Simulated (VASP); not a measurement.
Input:

```
CdZnSe2
1.0
    0.00000     2.91952     2.91952
    2.91952     0.00000     2.91952
   11.75822    11.75822    -0.08014
Zn Se Cd
2 4 2
Direct
  0.98730   0.98730   0.00952
  0.01063   0.01063   0.24203
  0.24969   0.24969   0.06274
  0.27213   0.27213   0.29590
  0.24770   0.24770   0.56423
  0.22543   0.22543   0.83093
  0.01528   0.01528   0.48854
  0.99185   0.99185   0.75611
```

The numbers are results of PBEsol GGA, VASP's PBE PAW potentials (set 64) (plane waves; VASP), not measurements. Numerical set-up: 400 eV cut-off, Gaussian smearing of 0.050 eV, potentials Zn Se Cd.

**Question.** What does the run give for the band gap (along the path) with the smallest direct gap where there is one?

**Answer.** 
| Quantity | Value |
|---|---|
| band gap (along the path) | 0.61 eV |
| smallest direct gap (along the path) | 0.61 eV |

Only differences to runs with the same potentials and settings are physical.

The structure was generated: Cd2Zn2Se4 was put into an ordered model structure (R3m), which need not be its known phase. It was relaxed first.
